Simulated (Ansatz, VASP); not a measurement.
**Cross-check of WS2 (Tungstenite) between VASP and Ansatz**

Aim: how closely do two programs agree when they are given the same cell, functional and k mesh? The cell is taken from a series of runs on this material, whose earlier steps may have relaxed, scaled, displaced or heated it; both programs get it as it stands.

Calculated with Ansatz 0.2.0; plane waves, with VASP 6.6.1 beside it; G0W0 gap at r2SCAN.

**1. The starting structure**

It takes space group P6_3/mmc (No. 194, hexagonal). The conventional cell has a = 3.180 Å, b = 3.180 Å, c = 12.500 Å, α = 90.00°, β = 90.00°, γ = 120.00°. Nearest to W lie 6 S at 2.41 Å. Nearest to S lie 3 W at 2.41 Å. Farther neighbours and most contacts between anions are not listed.

**2. VASP: G0W0 gap, r2SCAN**

Quasiparticle shifts depend on high empty states and on the cores, so they are the hardest test of two PAW sets.

Lines of VASP's logs that name or quote its potential files are left out, and so is its time.

The run reads the wave functions of an earlier VASP run, which isn't shown here.

File INCAR:

```
SYSTEM = WS2
PREC = Accurate
ENCUT = 340
ISMEAR = 0
SIGMA = 0.01
LREAL = .FALSE.
METAGGA = R2SCAN
LASPH = .TRUE.
NBANDS = 736
ALGO = EVGW0
NELMGW = 1
ENCUTGW = 200
NOMEGA = 64
PRECFOCK = Fast
NBANDSGW = 40
LWAVE = .FALSE.
LCHARG = .FALSE.
```

File POSCAR:

```
WS2
1.0
    3.1800000000      0.0000000000      0.0000000000
   -1.5900000000      2.7539607840      0.0000000000
    0.0000000000      0.0000000000     12.5000000000
W S
2 4
Direct
    0.3333333333      0.6666666667      0.2500000000
    0.6666666667      0.3333333333      0.7500000000
    0.3333333333      0.6666666667      0.6250000000
    0.6666666667      0.3333333333      0.1250000000
    0.3333333333      0.6666666667      0.8750000000
    0.6666666667      0.3333333333      0.3750000000
```

File KPOINTS:

```
Automatic mesh
0
Gamma
6 6 2
0 0 0
```

PAW data sets: W_sv_GW and S_GW (PBE family, release 64).

On the command line:

```
$ mpirun -np 8 vasp_std
```

Numbers of over 12 decimals in the logs are rounded to 6 here.

Log:

```text
[banner, memory and clock lines left out]
running    8 mpi-ranks, on    1 nodes
 distrk:  each k-point on    8 cores,    1 groups
 distr:  one band on    1 cores,    8 groups

 POSCAR found type information on POSCAR W S
 POSCAR found :  2 types and       6 ions
|                                                                             |
|           W    W    AA    RRRRR   N    N  II  N    N   GGGG   !!!           |
|           W    W   A  A   R    R  NN   N  II  NN   N  G    G  !!!           |
|           W    W  A    A  R    R  N N  N  II  N N  N  G       !!!           |
|           W WW W  AAAAAA  RRRRR   N  N N  II  N  N N  G  GGG   !            |
|           WW  WW  A    A  R   R   N   NN  II  N   NN  G    G                |
|           W    W  A    A  R    R  N    N  II  N    N   GGGG   !!!           |
|                                                                             |
|     For optimal performance we recommend to set                             |
|       NCORE = 2 up to number-of-cores-per-socket                            |
|     NCORE specifies how many cores store one orbital (NPAR=cpu/NCORE).      |
|     This setting can greatly improve the performance of VASP for DFT.       |
|     The default, NCORE=1 might be grossly inefficient on modern             |
|     multi-core architectures or massively parallel machines. Do your        |
|     Unfortunately you need to use the default for GW and RPA                |
|     calculations (for HF NCORE is supported but not extensively tested      |
|     yet).                                                                   |
|                                                                             |

|                                                                             |
|               ----> ADVICE to this user running VASP <----                  |
|                                                                             |
|     You enforced a specific xc type in the INCAR file but a different       |
|     [... a line on the potential file left out ...]
|     I HOPE YOU KNOW WHAT YOU ARE DOING!                                     |
|                                                                             |

|                                                                             |
|           W    W    AA    RRRRR   N    N  II  N    N   GGGG   !!!           |
|           W    W   A  A   R    R  NN   N  II  NN   N  G    G  !!!           |
|           W    W  A    A  R    R  N N  N  II  N N  N  G       !!!           |
|           W WW W  AAAAAA  RRRRR   N  N N  II  N  N N  G  GGG   !            |
|           WW  WW  A    A  R   R   N   NN  II  N   NN  G    G                |
|           W    W  A    A  R    R  N    N  II  N    N   GGGG   !!!           |
|                                                                             |
|     The default for ENCUTGWSOFT is different in this version of VASP.       |
|     please manually set ENCUTGWSOFT =200 in the INCAR file.                 |
|                                                                             |

 LDA part: xc-table for (None), standard interpolation
 found WAVECAR, reading the header
 POSCAR, INCAR and KPOINTS ok, starting setup
 FFT: planning ... GRIDC
 FFT: planning ... GRID_SOFT
 FFT: planning ... GRID
 reading WAVECAR
 the WAVECAR file was read successfully
 initial charge from wavefunction
 available memory per node:     80.48 GB, setting MAXMEM to     82416

 The Fermi energy was updated, please check that it is located mid-gap
 values below the HOMO (VB) or above the LUMO (CB) will cause erroneous energies
 E-fermi :   7.9387

 calculate exact exchange contribution
 the WAVEDER file was read successfully
|                                                                             |
|           W    W    AA    RRRRR   N    N  II  N    N   GGGG   !!!           |
|           W    W   A  A   R    R  NN   N  II  NN   N  G    G  !!!           |
|           W    W  A    A  R    R  N N  N  II  N N  N  G       !!!           |
|           W WW W  AAAAAA  RRRRR   N  N N  II  N  N N  G  GGG   !            |
|           WW  WW  A    A  R   R   N   NN  II  N   NN  G    G                |
|           W    W  A    A  R    R  N    N  II  N    N   GGGG   !!!           |
|                                                                             |
|     Automatic setting of frequency mesh for GW failed. Frequency mesh       |
|     properly not suitable for determining QP energies. Consider             |
|     increasing number of kpoints.                                           |
|                                                                             |

energies w=
    0.000    0.000    0.849    0.000    1.695    0.000    2.538    0.000
    3.375    0.000    4.205    0.000    5.027    0.000    5.839    0.000
    6.642    0.000    7.433    0.000    8.214    0.000    8.983    0.000
    9.742    0.000   10.491    0.000   11.231    0.000   11.962    0.000
   12.685    0.000   13.402    0.000   14.114    0.000   14.821    0.000
   15.526    0.000   16.229    0.000   16.933    0.000   17.638    0.000
   18.348    0.000   19.063    0.000   19.785    0.000   20.517    0.000
   21.260    0.000   22.018    0.000   22.792    0.000   23.586    0.000
   24.403    0.000   25.246    0.000   26.119    0.000   27.025    0.000
   27.972    0.000   28.962    0.000   30.003    0.000   31.102    0.000
   32.268    0.000   33.508    0.000   34.836    0.000   36.264    0.000
   37.808    0.000   39.488    0.000   41.324    0.000   43.346    0.000
   45.587    0.000   48.090    0.000   50.910    0.000   54.114    0.000
   57.793    0.000   62.064    0.000   67.088    0.000   73.085    0.000
   80.371    0.000   89.410    0.000  100.915    0.000  116.043    0.000
  136.799    0.000  166.992    0.000  214.855    0.000  302.087    0.000
 responsefunction array rank=     728
 LDA part: xc-table for (None), standard interpolation

 min. memory requirement per mpi rank   1026.2 MB, per node   8209.7 MB

 allocating   8 responsefunctions rank=   728
 shmem allocating  64 responsefunctions rank=   728
 response function shared by NCSHMEM nodes    1
 Doing            8  frequencies on each core in blocks of           64
NQ=   1    0.0000    0.0000    0.0000,
|.........|.........|.........|.........|.........|.........|.........|.........
 performed       3482000 updates of chi_q(r,r)
 total number of BLAS operations      14163.40 Gflops
NQ=   2    0.1667    0.0000    0.0000,
|.........|.........|.........|.........|.........|.........|.........|.........
 performed       9673000 updates of chi_q(r,r)
 total number of BLAS operations      39060.35 Gflops
NQ=   3    0.3333    0.0000    0.0000,
|.........|.........|.........|.........|.........|.........|.........|.........
 performed      15864000 updates of chi_q(r,r)
 total number of BLAS operations      62777.68 Gflops
NQ=   4    0.5000    0.0000    0.0000,
|.........|.........|.........|.........|.........|.........|.........|.........
 performed      20524000 updates of chi_q(r,r)
 total number of BLAS operations      80941.27 Gflops
NQ=   5    0.1667    0.1667    0.0000,
|.........|.........|.........|.........|.........|.........|.........|.........
 performed      26715000 updates of chi_q(r,r)
 total number of BLAS operations     105908.49 Gflops
NQ=   6    0.3333    0.1667    0.0000,
|.........|.........|.........|.........|.........|.........|.........|.........
 performed      33612000 updates of chi_q(r,r)
 total number of BLAS operations     133334.73 Gflops
NQ=   7    0.3333    0.3333    0.0000,
|.........|.........|.........|.........|.........|.........|.........|.........
 performed      37683000 updates of chi_q(r,r)
 total number of BLAS operations     148573.21 Gflops
NQ=   8    0.0000    0.0000    0.5000,
|.........|.........|.........|.........|.........|.........|.........|.........
 performed      41165000 updates of chi_q(r,r)
 total number of BLAS operations     163177.01 Gflops
NQ=   9    0.1667    0.0000    0.5000,
|.........|.........|.........|.........|.........|.........|.........|.........
 performed      47356000 updates of chi_q(r,r)
 total number of BLAS operations     188568.00 Gflops
NQ=  10    0.3333    0.0000    0.5000,
|.........|.........|.........|.........|.........|.........|.........|.........
 performed      53547000 updates of chi_q(r,r)
 total number of BLAS operations     211875.83 Gflops
NQ=  11    0.5000    0.0000    0.5000,
|.........|.........|.........|.........|.........|.........|.........|.........
 performed      58207000 updates of chi_q(r,r)
 total number of BLAS operations     230353.03 Gflops
NQ=  12    0.1667    0.1667    0.5000,
|.........|.........|.........|.........|.........|.........|.........|.........
 performed      64398000 updates of chi_q(r,r)
 total number of BLAS operations     254621.90 Gflops
NQ=  13    0.3333    0.1667    0.5000,
|.........|.........|.........|.........|.........|.........|.........|.........
 performed      71295000 updates of chi_q(r,r)
 total number of BLAS operations     281198.96 Gflops
NQ=  14    0.3333    0.3333    0.5000,
|.........|.........|.........|.........|.........|.........|.........|.........
 performed      75366000 updates of chi_q(r,r)
 total number of BLAS operations     297250.02 Gflops
 resolving degeneracies of screened two electron integrals

 calculate QP shifts <psi_nk| G(iteration)W_0 |psi_nk>: iteration 1
 entering main loop
```

Parts of OUTCAR (step 2):

```text
ion  position               nearest neighbor table
   1  0.333  0.667  0.250-   4 2.41   6 2.41   4 2.41   6 2.41   4 2.41   6 2.41
   2  0.667  0.333  0.750-   3 2.41   5 2.41   3 2.41   5 2.41   3 2.41   5 2.41
   3  0.333  0.667  0.625-   2 2.41   2 2.41   2 2.41
   4  0.667  0.333  0.125-   1 2.41   1 2.41   1 2.41
   5  0.333  0.667  0.875-   2 2.41   2 2.41   2 2.41
   6  0.667  0.333  0.375-   1 2.41   1 2.41   1 2.41

  LATTYP: Found a hexagonal cell.
 ALAT       =     3.1800000000
 C/A-ratio  =     3.9308176101

 Subroutine GETGRP returns: Found 24 space group operations
 (whereof 12 operations were pure point group operations)

The static configuration has the point symmetry D_3d.
 The point group associated with its full space group is D_6h.

 Found     14 irreducible k-points:

   k-points           NKPTS =     14   k-points in BZ     NKDIM =     72   number of bands    NBANDS=    736

   dimension x,y,z NGX =    20 NGY =   20 NGZ =   80
   dimension x,y,z NGXF=    40 NGYF=   40 NGZF=  160

   ENCUT  =  340.0 eV  24.99 Ry    5.00 a.u.   4.78  4.78 18.79*2*pi/ulx,y,z

   NELECT =      52.0000    total number of electrons

  energy-cutoff  :      340.00
  volume of cell :      109.47
      direct lattice vectors                 reciprocal lattice vectors
     3.180000000  0.000000000  0.000000000     0.314465409  0.181556688  0.000000000
    -1.590000000  2.753960784  0.000000000     0.000000000  0.363113377  0.000000000
     0.000000000  0.000000000 12.500000000     0.000000000  0.000000000  0.080000000

 k-points in reciprocal lattice and weights: Automatic mesh
   0.00000000  0.00000000  0.00000000       0.014
   0.16666667  0.00000000  0.00000000       0.083
   0.33333333  0.00000000  0.00000000       0.083
   0.50000000  0.00000000  0.00000000       0.042
   0.16666667  0.16666667  0.00000000       0.083
   0.33333333  0.16666667  0.00000000       0.167
   0.33333333  0.33333333  0.00000000       0.028
   0.00000000  0.00000000  0.50000000       0.014
   0.16666667  0.00000000  0.50000000       0.083
[...]
0.33333333  0.16666667  0.50000000       0.167
   0.33333333  0.33333333  0.50000000       0.028

 E-fermi :   7.9387

 QP shifts <psi_nk| G(iteration)W_0 |psi_nk>: iteration 1
 for sc-GW calculations column KS-energies equals QP-energies in previous step
 and V_xc(KS)=  KS-energies - (<T + V_ion + V_H > + <T+V_H+V_ion>^1  + <V_x>^1)
 k-point   1 :       0.0000    0.0000    0.0000
  band No.  KS-energies  QP-energies   sigma(KS)   V_xc(KS)     V^pw_x(r,r')   Z            occupation Imag(sigma)
    ...
     23       4.9483       4.6119     -15.8846     -15.4475     -17.2170       0.7696       2.0000       0.2045
     24       5.6524       5.1335     -14.6239     -13.9509     -16.3591       0.7712       2.0000       0.2250
     25       6.2359       5.9522     -14.6692     -14.3014     -15.3814       0.7714       2.0000       0.1616
     26       7.3613       7.1147     -15.7207     -15.4004     -15.9813       0.7697       2.0000       0.1050
     27       9.7572      10.1068     -14.5077     -14.9595     -10.2888       0.7737       0.0000      -0.2483
     28       9.7572      10.1068     -14.5077     -14.9595     -10.2888       0.7737       0.0000      -0.2483
     29       9.7659      10.1091     -14.4408     -14.8842     -10.2112       0.7740       0.0000      -0.2491
     30       9.7659      10.1091     -14.4408     -14.8842     -10.2112       0.7740       0.0000      -0.2491
    ...

 k-point   2 :       0.1667    0.0000    0.0000
  band No.  KS-energies  QP-energies   sigma(KS)   V_xc(KS)     V^pw_x(r,r')   Z            occupation Imag(sigma)
    ...
     23       4.8970       4.4079     -14.5165     -13.8815     -16.3099       0.7703       2.0000       0.2387
     24       5.7475       5.2404     -14.6535     -13.9955     -16.3518       0.7706       2.0000       0.2176
     25       6.1399       5.8717     -15.0285     -14.6798     -15.8427       0.7692       2.0000       0.1701
     26       6.5260       6.2567     -15.3307     -14.9810     -15.9653       0.7700       2.0000       0.1460
     27       9.0667       9.2922     -13.9704     -14.2616     -10.0457       0.7743       0.0000      -0.2291
     28       9.4677       9.7513     -14.5939     -14.9629     -10.6125       0.7686       0.0000      -0.2461
     29       9.6607       9.9898     -14.4450     -14.8673     -10.1016       0.7793       0.0000      -0.2505
     30       9.6659       9.9544     -14.7889     -15.1654     -10.6851       0.7664       0.0000      -0.2623
    ...

 k-point   3 :       0.3333    0.0000    0.0000
  band No.  KS-energies  QP-energies   sigma(KS)   V_xc(KS)     V^pw_x(r,r')   Z            occupation Imag(sigma)
    ...
     23       4.9458       4.4473     -14.6797     -14.0265     -16.6438       0.7631       2.0000       0.2598
     24       4.9631       4.5560     -15.2207     -14.6915     -16.9323       0.7694       2.0000       0.2337
     25       5.3222       5.0170     -14.5491     -14.1539     -15.6816       0.7721       2.0000       0.2136
     26       5.5649       5.2730     -14.8586     -14.4803     -15.9440       0.7715       2.0000       0.2016
     27       9.1637       9.4454     -14.3329     -14.6975     -10.2128       0.7727       0.0000      -0.2485
     28       9.3367       9.6915     -15.4173     -15.8806     -11.1679       0.7657       0.0000      -0.2613
     29       9.4757       9.8298     -15.5476     -16.0112     -11.2394       0.7640       0.0000      -0.2707
     30       9.8801      10.2069     -15.0502     -15.4767     -10.6760       0.7660       0.0000      -0.2960
    ...

 k-point   4 :       0.5000    0.0000    0.0000
  band No.  KS-energies  QP-energies   sigma(KS)   V_xc(KS)     V^pw_x(r,r')   Z            occupation Imag(sigma)
    ...
     23       5.1792       4.7261     -14.7857     -14.1982     -16.5109       0.7714       2.0000       0.2255
     24       5.3440       4.8989     -14.9394     -14.3629     -16.5990       0.7721       2.0000       0.2172
     25       5.6055       5.2214     -14.0883     -13.5953     -15.2985       0.7791       2.0000       0.1973
     26       5.7722       5.4328     -14.5083     -14.0709     -15.6194       0.7760       2.0000       0.1895
     27       9.6782      10.0937     -16.3942     -16.9417     -11.7683       0.7590       0.0000      -0.3033
     28       9.7185      10.1318     -16.4137     -16.9588     -11.7642       0.7582       0.0000      -0.3072
     29      10.0321      10.3932     -15.4874     -15.9609     -10.8419       0.7627       0.0000      -0.3306
     30      10.2501      10.6305     -16.1134     -16.6145     -11.3215       0.7592       0.0000      -0.3550
    ...

[... 4 further parts left out ...]
```

This run has no spin polarisation, so a moment on W, if there is one, isn't seen.

(Part 1 of 2 ends here.)

[Lines on the potential files, build, host, timing and source positions are cut from VASP's logs without a mark.]

[Logs are printed without paths, hosts, clocks, repeated set-up lines and the standing remarks that a program may print on its own settings, such as how far it seeks lower states.]

[Hosts, paths, dates, database ids (printed as entryN), source tags and the programs' standing remarks are cut or masked in the printed files.]
